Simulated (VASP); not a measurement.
# AlV2C: magnetic orders

Wanted: the lowest of several collinear orders of AlV2C. The start is a computed cell from the Materials Project.

Calculated with VASP 6.6.1; PBEsol, DFT+U (V d 5 eV), spin-polarised, from parallel moments; plane waves and PAW (V, Al, C), in the first sound run; inputs show where later runs differ.

**1. Set-up**

The structure is hexagonal, space group P6_3/mmc (No. 194). The conventional cell has a = 2.888 Å, b = 2.888 Å, c = 13.105 Å, α = 90.00°, β = 90.00°, γ = 120.00°. V has 3 C at 2.02 Å and 3 Al at 2.72 Å nearest. Al has 6 V at 2.72 Å and 6 Al at 2.89 Å nearest. C has 6 V at 2.02 Å nearest. Farther neighbours are not listed.

**2. Magnetic order, start order fm, signs ++++**

Each run starts from other signs of the moments at the same geometry and cutoff; gentle mixing helps it keep them. Any wave vector in a name is a fraction of the reciprocal vectors of the first cell as typed.

INCAR reads:

```
SYSTEM = AlV2C
PREC = Normal
ENCUT = 480
EDIFF = 1E-06
NELM = 150
ISMEAR = 0
SIGMA = 0.05
LREAL = .FALSE.
ALGO = Normal
GGA = PS
NBANDS = 31
ISPIN = 2
MAGMOM = 2 2 2 2 0 0 0 0
LDAU = .TRUE.
LDAUTYPE = 2
LDAUL = 2 -1 -1
LDAUU = 5 0 0
LDAUJ = 0 0 0
LDAUPRINT = 1
LASPH = .TRUE.
LMAXMIX = 4
LORBIT = 11
LWAVE = .FALSE.
LCHARG = .TRUE.
AMIX = 0.2
BMIX = 1E-04
AMIX_MAG = 0.8
BMIX_MAG = 1E-04
```

POSCAR reads:

```
AlV2C
1.0
    2.8875990726      0.0000000000      0.0000000000
   -1.4437995363      2.5007341528      0.0000000000
    0.0000000000      0.0000000000     13.1048231100
V Al C
4 2 2
Direct
    0.3333333333      0.6666666667      0.9136157800
    0.6666666667      0.3333333333      0.0863842200
    0.6666666667      0.3333333333      0.4136157800
    0.3333333333      0.6666666667      0.5863842200
    0.6666666667      0.3333333333      0.7500000000
    0.3333333333      0.6666666667      0.2500000000
    0.0000000000      0.0000000000      0.5000000000
    0.0000000000      0.0000000000      0.0000000000
```

KPOINTS reads:

```
Automatic mesh
0
Gamma
7 7 2
0 0 0
```

PAW data sets: V, Al and C (PBE family, release 64).

Command:

```
> mpirun -np 1 vasp_std
```

Log:

```text
[banner, memory and clock lines left out]
running    1 mpi-ranks, on    1 nodes
 distrk:  each k-point on    1 cores,    1 groups
 distr:  one band on    1 cores,    1 groups

 POSCAR found type information on POSCAR V AlC
 POSCAR found :  3 types and       8 ions
|                                                                             |
|               ----> ADVICE to this user running VASP <----                  |
|                                                                             |
|     You enforced a specific xc type in the INCAR file but a different       |
|     [... a line on the potential file left out ...]
|     I HOPE YOU KNOW WHAT YOU ARE DOING!                                     |
|                                                                             |

 LDA part: xc-table for (Slater+PW92), standard interpolation
 POSCAR, INCAR and KPOINTS ok, starting setup
 FFT: planning ... GRIDC
 FFT: planning ... GRID_SOFT
 FFT: planning ... GRID
 WAVECAR not read
 entering main loop
       N       E                     dE             d eps       ncg     rms          rms(c)
DAV:   1     0.236210241017E+03    0.23621E+03   -0.11358E+04  1984   0.111E+03
DAV:   2    -0.141882318021E+02   -0.25040E+03   -0.23374E+03  1984   0.264E+02
DAV:   3    -0.609970691176E+02   -0.46809E+02   -0.44362E+02  3127   0.109E+02
DAV:   4    -0.639997476705E+02   -0.30027E+01   -0.29627E+01  3276   0.340E+01
DAV:   5    -0.640671711162E+02   -0.67423E-01   -0.67358E-01  3182   0.544E+00    0.458E+01
DAV:   6    -0.484712274961E+02    0.15596E+02   -0.36846E+01  3098   0.567E+01    0.167E+01
DAV:   7    -0.473572017987E+02    0.11140E+01   -0.10582E+01  3347   0.260E+01    0.564E+00
DAV:   8    -0.473182088490E+02    0.38993E-01   -0.76536E-01  3174   0.635E+00    0.489E+00
DAV:   9    -0.475666146371E+02   -0.24841E+00   -0.19250E+00  3226   0.610E+00    0.207E+00
DAV:  10    -0.476556424196E+02   -0.89028E-01   -0.17288E-01  3028   0.293E+00    0.179E+00
DAV:  11    -0.477709609207E+02   -0.11532E+00   -0.10231E-01  3253   0.236E+00    0.157E+00
DAV:  12    -0.478882846676E+02   -0.11732E+00   -0.10567E-01  3195   0.189E+00    0.101E+00
DAV:  13    -0.479591356014E+02   -0.70851E-01   -0.13139E-01  3246   0.299E+00    0.497E-01
DAV:  14    -0.479720762756E+02   -0.12941E-01   -0.24619E-02  2839   0.111E+00    0.260E-01
DAV:  15    -0.479734310535E+02   -0.13548E-02   -0.31050E-03  2759   0.456E-01    0.137E-01
DAV:  16    -0.479744748964E+02   -0.10438E-02   -0.18251E-03  3251   0.325E-01    0.794E-02
DAV:  17    -0.479745747122E+02   -0.99816E-04   -0.76389E-04  3249   0.266E-01    0.443E-02
DAV:  18    -0.479746446966E+02   -0.69984E-04   -0.25618E-04  3307   0.107E-01    0.303E-02
DAV:  19    -0.479746662422E+02   -0.21546E-04   -0.76945E-05  3371   0.890E-02    0.145E-02
DAV:  20    -0.479746932980E+02   -0.27056E-04   -0.34733E-05  3341   0.408E-02    0.955E-03
DAV:  21    -0.479746991326E+02   -0.58346E-05   -0.59865E-06  2578   0.186E-02    0.798E-03
DAV:  22    -0.479747102742E+02   -0.11142E-04   -0.11313E-05  3048   0.214E-02    0.659E-03
DAV:  23    -0.479747195626E+02   -0.92885E-05   -0.27855E-05  2994   0.313E-02    0.405E-03
DAV:  24    -0.479747213895E+02   -0.18269E-05   -0.52785E-06  2089   0.159E-02    0.314E-03
DAV:  25    -0.479747225328E+02   -0.11433E-05   -0.40532E-06  2117   0.153E-02    0.344E-03
DAV:  26    -0.479747225834E+02   -0.50559E-07   -0.17971E-06  1563   0.125E-02
   1 F= -.47974723E+02 E0= -.47973515E+02  d E =-.241446E-02  mag=     2.6632
```

The job ended after 2.5 min (1 MPI rank of Intel Xeon Platinum 8488C (Sapphire Rapids), shared host; peak memory 0.2 GiB).

The logs omit lines about the potential files and the build; timing stands in the text.

Parts of OUTCAR (step 2):

```text
ion  position               nearest neighbor table
   1  0.333  0.667  0.914-   8 2.02   8 2.02   8 2.02   5 2.72   5 2.72   5 2.72   2 2.81   2 2.81
                             2 2.81
   2  0.667  0.333  0.086-   8 2.02   8 2.02   8 2.02   6 2.72   6 2.72   6 2.72   1 2.81   1 2.81
                             1 2.81
   3  0.667  0.333  0.414-   7 2.02   7 2.02   7 2.02   6 2.72   6 2.72   6 2.72   4 2.81   4 2.81
                             4 2.81
   4  0.333  0.667  0.586-   7 2.02   7 2.02   7 2.02   5 2.72   5 2.72   5 2.72   3 2.81   3 2.81
                             3 2.81
   5  0.667  0.333  0.750-   1 2.72   4 2.72   1 2.72   4 2.72   1 2.72   4 2.72
   6  0.333  0.667  0.250-   2 2.72   3 2.72   2 2.72   3 2.72   2 2.72   3 2.72
   7  0.000  0.000  0.500-   3 2.02   4 2.02   4 2.02   3 2.02   3 2.02   4 2.02
   8  0.000  0.000  0.000-   1 2.02   2 2.02   1 2.02   2 2.02   2 2.02   1 2.02

  LATTYP: Found a hexagonal cell.
 ALAT       =     2.8875990726
 C/A-ratio  =     4.5383111646

 Subroutine GETGRP returns: Found 24 space group operations
 (whereof 12 operations were pure point group operations)

The static configuration has the point symmetry D_3d.
 The point group associated with its full space group is D_6h.

 Found     16 irreducible k-points:

   k-points           NKPTS =     16   k-points in BZ     NKDIM =     16   number of bands    NBANDS=     31

   dimension x,y,z NGX =    16 NGY =   16 NGZ =   70
   dimension x,y,z NGXF=    32 NGYF=   32 NGZF=  140

   ENCUT  =  480.0 eV  35.28 Ry    5.94 a.u.   5.16  5.16 23.41*2*pi/ulx,y,z

   NELECT =      34.0000    total number of electrons

 k-points in reciprocal lattice and weights: Automatic mesh
   0.00000000  0.00000000  0.00000000       0.010
   0.14285714 -0.00000000  0.00000000       0.061
   0.28571429 -0.00000000  0.00000000       0.061
   0.42857143  0.00000000  0.00000000       0.061
   0.14285714  0.14285714  0.00000000       0.061
   0.28571429  0.14285714  0.00000000       0.122
   0.42857143  0.14285714  0.00000000       0.061
   0.28571429  0.28571429  0.00000000       0.061
   0.00000000  0.00000000  0.50000000       0.010
[...]
0.42857143  0.14285714  0.50000000       0.061
   0.28571429  0.28571429  0.50000000       0.061

atom =   1  type =  1  l = 2

 onsite density matrix

spin component  1

  0.3739 -0.0000 -0.0000  0.1682 -0.0000
 -0.0000  0.6257 -0.0000  0.0000  0.1682
 -0.0000 -0.0000  0.2891 -0.0000 -0.0000
  0.1682  0.0000 -0.0000  0.6257  0.0000
 -0.0000  0.1682 -0.0000  0.0000  0.3739

spin component  2

  0.3031  0.0000 -0.0000  0.0879 -0.0000
  0.0000  0.2929 -0.0000 -0.0000  0.0879
 -0.0000 -0.0000  0.2254 -0.0000 -0.0000
  0.0879 -0.0000 -0.0000  0.2929  0.0000
 -0.0000  0.0879 -0.0000  0.0000  0.3031

 occupancies and eigenvectors

  o =  0.2099  v =  0.0000  0.0000  0.0000  0.0000  0.0000  0.0000 -0.7273  0.0000 -0.0000  0.6863      0.0000  0.0000  0.0000  0.0000  0.0000  0.0000  0.0000  0.0000  0.0000  0.0000
  o =  0.2099  v =  0.0000  0.0000  0.0000  0.0000  0.0000 -0.6863  0.0000 -0.0000  0.7273 -0.0000      0.0000  0.0000  0.0000  0.0000  0.0000  0.0000  0.0000  0.0000  0.0000  0.0000
  o =  0.2254  v =  0.0000  0.0000  0.0000  0.0000  0.0000  0.0000  0.0000  1.0000  0.0000 -0.0000      0.0000  0.0000  0.0000  0.0000  0.0000  0.0000  0.0000  0.0000  0.0000  0.0000
  o =  0.2891  v =  0.0000  0.0000 -1.0000 -0.0000 -0.0000  0.0000  0.0000  0.0000  0.0000  0.0000      0.0000  0.0000  0.0000  0.0000  0.0000  0.0000  0.0000  0.0000  0.0000  0.0000
  o =  0.2896  v =  0.0000 -0.4476 -0.0000 -0.0000  0.8942  0.0000  0.0000  0.0000  0.0000  0.0000      0.0000  0.0000  0.0000  0.0000  0.0000  0.0000  0.0000  0.0000  0.0000  0.0000
  o =  0.2896  v = -0.8942  0.0000 -0.0000  0.4476 -0.0000  0.0000  0.0000  0.0000  0.0000  0.0000      0.0000  0.0000  0.0000  0.0000  0.0000  0.0000  0.0000  0.0000  0.0000  0.0000
  o =  0.3860  v =  0.0000  0.0000  0.0000  0.0000  0.0000  0.0000 -0.6863  0.0000 -0.0000 -0.7273      0.0000  0.0000  0.0000  0.0000  0.0000  0.0000  0.0000  0.0000  0.0000  0.0000
  o =  0.3860  v =  0.0000  0.0000  0.0000  0.0000  0.0000 -0.7273  0.0000  0.0000 -0.6863  0.0000      0.0000  0.0000  0.0000  0.0000  0.0000  0.0000  0.0000  0.0000  0.0000  0.0000
  o =  0.7099  v =  0.0000  0.8942 -0.0000  0.0000  0.4476  0.0000  0.0000  0.0000  0.0000  0.0000      0.0000  0.0000  0.0000  0.0000  0.0000  0.0000  0.0000  0.0000  0.0000  0.0000
  o =  0.7099  v =  0.4476  0.0000 -0.0000  0.8942 -0.0000  0.0000  0.0000  0.0000  0.0000  0.0000      0.0000  0.0000  0.0000  0.0000  0.0000  0.0000  0.0000  0.0000  0.0000  0.0000

atom =   2  type =  1  l = 2

 onsite density matrix

spin component  1

  0.3739  0.0000 -0.0000  0.1682 -0.0000
  0.0000  0.6257 -0.0000 -0.0000  0.1682
 -0.0000 -0.0000  0.2891 -0.0000 -0.0000
  0.1682 -0.0000 -0.0000  0.6257  0.0000
 -0.0000  0.1682 -0.0000  0.0000  0.3739

spin component  2

  0.3031  0.0000 -0.0000  0.0879  0.0000
  0.0000  0.2929 -0.0000 -0.0000  0.0879
 -0.0000 -0.0000  0.2254 -0.0000 -0.0000
  0.0879 -0.0000 -0.0000  0.2929  0.0000
  0.0000  0.0879 -0.0000  0.0000  0.3031

 occupancies and eigenvectors

  o =  0.2099  v =  0.0000  0.0000  0.0000  0.0000  0.0000  0.0000 -0.7273  0.0000  0.0000  0.6863      0.0000  0.0000  0.0000  0.0000  0.0000  0.0000  0.0000  0.0000  0.0000  0.0000
  o =  0.2099  v =  0.0000  0.0000  0.0000  0.0000  0.0000 -0.6863  0.0000 -0.0000  0.7273  0.0000      0.0000  0.0000  0.0000  0.0000  0.0000  0.0000  0.0000  0.0000  0.0000  0.0000
  o =  0.2254  v =  0.0000  0.0000  0.0000  0.0000  0.0000  0.0000 -0.0000 -1.0000 -0.0000  0.0000      0.0000  0.0000  0.0000  0.0000  0.0000  0.0000  0.0000  0.0000  0.0000  0.0000
  o =  0.2891  v =  0.0000  0.0000 -1.0000 -0.0000 -0.0000  0.0000  0.0000  0.0000  0.0000  0.0000      0.0000  0.0000  0.0000  0.0000  0.0000  0.0000  0.0000  0.0000  0.0000  0.0000
  o =  0.2896  v =  0.0000 -0.4476 -0.0000  0.0000  0.8942  0.0000  0.0000  0.0000  0.0000  0.0000      0.0000  0.0000  0.0000  0.0000  0.0000  0.0000  0.0000  0.0000  0.0000  0.0000
  o =  0.2896  v = -0.8942  0.0000 -0.0000  0.4476 -0.0000  0.0000  0.0000  0.0000  0.0000  0.0000      0.0000  0.0000  0.0000  0.0000  0.0000  0.0000  0.0000  0.0000  0.0000  0.0000
  o =  0.3860  v =  0.0000  0.0000  0.0000  0.0000  0.0000  0.0000 -0.6863  0.0000  0.0000 -0.7273      0.0000  0.0000  0.0000  0.0000  0.0000  0.0000  0.0000  0.0000  0.0000  0.0000
  o =  0.3860  v =  0.0000  0.0000  0.0000  0.0000  0.0000 -0.7273  0.0000  0.0000 -0.6863 -0.0000      0.0000  0.0000  0.0000  0.0000  0.0000  0.0000  0.0000  0.0000  0.0000  0.0000
[...]
atom =   4  type =  1  l = 2

 onsite density matrix

spin component  1

spin component  2

  0.3031 -0.0000 -0.0000 -0.0879  0.0000
 -0.0000  0.2929  0.0000 -0.0000 -0.0879
 -0.0000  0.0000  0.2254  0.0000 -0.0000
 -0.0879 -0.0000  0.0000  0.2929 -0.0000
  0.0000 -0.0879 -0.0000 -0.0000  0.3031

 occupancies and eigenvectors

  o =  0.2099  v =  0.0000  0.0000  0.0000  0.0000  0.0000  0.0000  0.7273  0.0000  0.0000  0.6863      0.0000  0.0000  0.0000  0.0000  0.0000  0.0000  0.0000  0.0000  0.0000  0.0000
  o =  0.2099  v =  0.0000  0.0000  0.0000  0.0000  0.0000  0.6863  0.0000  0.0000  0.7273 -0.0000      0.0000  0.0000  0.0000  0.0000  0.0000  0.0000  0.0000  0.0000  0.0000  0.0000
  o =  0.2254  v =  0.0000  0.0000  0.0000  0.0000  0.0000  0.0000  0.0000 -1.0000  0.0000  0.0000      0.0000  0.0000  0.0000  0.0000  0.0000  0.0000  0.0000  0.0000  0.0000  0.0000
  o =  0.2891  v = -0.0000 -0.0000 -1.0000 -0.0000 -0.0000  0.0000  0.0000  0.0000  0.0000  0.0000      0.0000  0.0000  0.0000  0.0000  0.0000  0.0000  0.0000  0.0000  0.0000  0.0000
  o =  0.2896  v = -0.0000 -0.4476  0.0000 -0.0000 -0.8942  0.0000  0.0000  0.0000  0.0000  0.0000      0.0000  0.0000  0.0000  0.0000  0.0000  0.0000  0.0000  0.0000  0.0000  0.0000
  o =  0.2896  v = -0.8942  0.0000 -0.0000 -0.4476  0.0000  0.0000  0.0000  0.0000  0.0000  0.0000      0.0000  0.0000  0.0000  0.0000  0.0000  0.0000  0.0000  0.0000  0.0000  0.0000
  o =  0.3860  v =  0.0000  0.0000  0.0000  0.0000  0.0000  0.0000  0.6863  0.0000 -0.0000 -0.7273      0.0000  0.0000  0.0000  0.0000  0.0000  0.0000  0.0000  0.0000  0.0000  0.0000
  o =  0.3860  v =  0.0000  0.0000  0.0000  0.0000  0.0000 -0.7273  0.0000  0.0000  0.6863 -0.0000      0.0000  0.0000  0.0000  0.0000  0.0000  0.0000  0.0000  0.0000  0.0000  0.0000
  o =  0.7099  v =  0.0000 -0.8942 -0.0000 -0.0000  0.4476  0.0000  0.0000  0.0000  0.0000  0.0000      0.0000  0.0000  0.0000  0.0000  0.0000  0.0000  0.0000  0.0000  0.0000  0.0000
  o =  0.7099  v = -0.4476 -0.0000 -0.0000  0.8942  0.0000  0.0000  0.0000  0.0000  0.0000  0.0000      0.0000  0.0000  0.0000  0.0000  0.0000  0.0000  0.0000  0.0000  0.0000  0.0000

 average (electrostatic) potential at core
       1 -38.4088       2 -38.4088       3 -38.4088       4 -38.4088       5 -71.7672
       6 -71.7672       7 -47.0531       8 -47.0531

 E-fermi :   7.9330

 spin component 1
 k-point     1 :       0.0000    0.0000    0.0000
  band No.  band energies     occupation
    ...
     18       7.4958      1.00000
     19       7.8590      0.98179
     20       7.8590      0.98179
     21       7.8776      0.94131
     22       7.8776      0.94131
     23       8.9102      0.00000
     24       8.9102      0.00000
     25       8.9605      0.00000
     26       8.9605      0.00000
     27      11.2004      0.00000
    ...

 k-point     2 :       0.1429   -0.0000    0.0000
  band No.  band energies     occupation
    ...
     16       6.9838      1.00000
     17       7.0146      1.00000
     18       7.3810      1.00000
     19       7.5852      1.00000
     20       7.6738      1.00000
     21       8.1224      0.00000
     22       8.1432      0.00000
     23       8.9500      0.00000
     24       8.9664      0.00000
     25       9.0260      0.00000
    ...

 k-point     3 :       0.2857   -0.0000    0.0000
  band No.  band energies     occupation
    ...
     14       6.3432      1.00000
     15       6.4984      1.00000
     16       6.5707      1.00000
     17       6.8347      1.00000
     18       6.8943      1.00000
     19       8.2049      0.00000
     20       8.2338      0.00000
     21       8.8993      0.00000
     22       8.9281      0.00000
     23       9.2352      0.00000
    ...

 k-point     4 :       0.4286    0.0000    0.0000
  band No.  band energies     occupation
    ...
     14       5.5057      1.00000
     15       5.7163      1.00000
     16       5.7853      1.00000
     17       7.0412      1.00000
     18       7.1237      1.00000
     19       8.6435      0.00000
     20       9.0127      0.00000
     21       9.6228      0.00000
     22       9.7499      0.00000
     23       9.7657      0.00000
    ...

 k-point     5 :       0.1429    0.1429    0.0000
  band No.  band energies     occupation
    ...
     14       6.2055      1.00000
     15       6.6176      1.00000
     16       6.6436      1.00000
     17       6.8099      1.00000
     18       7.0395      1.00000
     19       7.9730      0.12897
     20       8.1572      0.00000
     21       8.6265      0.00000
     22       8.6927      0.00000
     23       9.0302      0.00000
    ...

 k-point     6 :       0.2857    0.1429    0.0000
  band No.  band energies     occupation
    ...
     14       5.7532      1.00000
     15       6.1692      1.00000
     16       6.3186      1.00000
     17       6.6863      1.00000
     18       6.8245      1.00000
     19       8.6225      0.00000
     20       8.7190      0.00000
     21       9.2708      0.00000
     22       9.4012      0.00000
     23       9.5584      0.00000
    ...

  Total        6.6757132      6.6757132      3.0999737      0.0000000     -0.0000000      0.0000000
  in kB      113.0245193    113.0245193     52.4847344      0.0000000     -0.0000000      0.0000000
  external PRESSURE =      92.8445910 kB  Pullay stress =       0.0000000 kB

  energy-cutoff  :      480.00
  volume of cell :       94.63
      direct lattice vectors                 reciprocal lattice vectors
     2.887599073  0.000000000  0.000000000     0.346308464  0.199941285  0.000000000
    -1.443799536  2.500734153  0.000000000     0.000000000  0.399882570  0.000000000
     0.000000000  0.000000000 13.104823110     0.000000000  0.000000000  0.076307783

 POSITION                                       TOTAL-FORCE (eV/Angst)
 -----------------------------------------------------------------------------------
     -0.00000      1.66716     11.97277        -0.000000      0.000000     -0.535317
      1.44380      0.83358      1.13205        -0.000000     -0.000000      0.535317
      1.44380      0.83358      5.42036         0.000000     -0.000000     -0.535317
     -0.00000      1.66716      7.68446         0.000000      0.000000      0.535317
      1.44380      0.83358      9.82862        -0.000000     -0.000000      0.000000
     -0.00000      1.66716      3.27621         0.000000      0.000000      0.000000
      0.00000      0.00000      6.55241         0.000000      0.000000      0.000000
      0.00000      0.00000      0.00000         0.000000      0.000000      0.000000
 -----------------------------------------------------------------------------------
    total drift:                               -0.000000      0.000000     -0.000000

  FREE ENERGIE OF THE ION-ELECTRON SYSTEM (eV)
  ---------------------------------------------------
  free  energy   TOTEN  =       -47.9747225834 eV

  energy  without entropy=      -47.9723081206  energy(sigma->0) =      -47.97351535

 total charge
# of ion       s       p       d       tot
------------------------------------------
    1        0.522   0.906   3.657   5.085
    2        0.522   0.906   3.657   5.085
    3        0.522   0.906   3.657   5.085
    4        0.522   0.906   3.657   5.085
    5        0.418   0.401   0.000   0.818
    6        0.418   0.401   0.000   0.818
    7        0.892   1.581   0.000   2.473
    8        0.892   1.581   0.000   2.473
--------------------------------------------------
tot          4.708   7.587  14.628  26.923

 magnetization (x)
# of ion       s       p       d       tot
------------------------------------------
    1       -0.004  -0.017   0.868   0.847
    2       -0.004  -0.017   0.868   0.847
    3       -0.004  -0.017   0.868   0.847
    4       -0.004  -0.017   0.868   0.847
    5       -0.024  -0.032   0.000  -0.056
    6       -0.024  -0.032   0.000  -0.056
    7       -0.026  -0.149   0.000  -0.175
    8       -0.026  -0.149   0.000  -0.175
--------------------------------------------------
tot         -0.115  -0.428   3.471   2.928

[... 6 further parts left out ...]
```

The magnetic state follows from one typed start and may not be the lowest. The k-mesh is coarse for a metal. A U on the itinerant d states of such a compound is hard to justify; it moves the bands at the Fermi level and favours large moments. The PAW data sets were made with PBE, which is usual practice but a small mismatch for other functionals. The data set V keeps the semicore shell frozen, which is cheaper and a little less accurate.

This step gave:

* electronic cycles: 26
* electrons: 34
* free energy (TOTEN): -47.97 eV
* energy at zero smearing: -47.97 eV
* Fermi energy: 7.933 eV
* moment of the cell, from the last line of the log: 2.663 μB
* labelled metallic, from the levels on this mesh: yes

Spin moment in the PAW sphere by atom:

```
atom  spin moment in the PAW sphere (μB)
  V1                               0.847
  V2                               0.847
  V3                               0.847
  V4                               0.847
 Al5                              -0.056
 Al6                              -0.056
  C7                              -0.175
  C8                              -0.175
```

Force by atom:

| atom | x (eV/Å) | y (eV/Å) | z (eV/Å) | size |
| --- | --- | --- | --- | --- |
| V1 | 0.000 | 0.000 | -0.535 | 0.535 |
| V2 | 0.000 | 0.000 | 0.535 | 0.535 |
| V3 | 0.000 | 0.000 | -0.535 | 0.535 |
| V4 | 0.000 | 0.000 | 0.535 | 0.535 |
| Al5 | 0.000 | 0.000 | 0.000 | 0.000 |
| Al6 | 0.000 | 0.000 | 0.000 | 0.000 |
| C7 | 0.000 | 0.000 | 0.000 | 0.000 |
| C8 | 0.000 | 0.000 | 0.000 | 0.000 |

(Continued in part 2 of 5.)

[Lines on the potential files, build, host, timing and source positions are cut from VASP's logs without a mark.]

[Logs are printed without paths, hosts, clocks, repeated set-up lines and the standing remarks that a program may print on its own settings, such as how far it seeks lower states.]

[Hosts, paths, dates, database ids (printed as entryN), source tags and the programs' standing remarks are cut or masked in the printed files.]

[In band tables of VASP the shares of atoms and orbitals are scaled to a sum of 1 inside the atoms' spheres.]

[Runs that stopped without an error message from VASP are left out.]
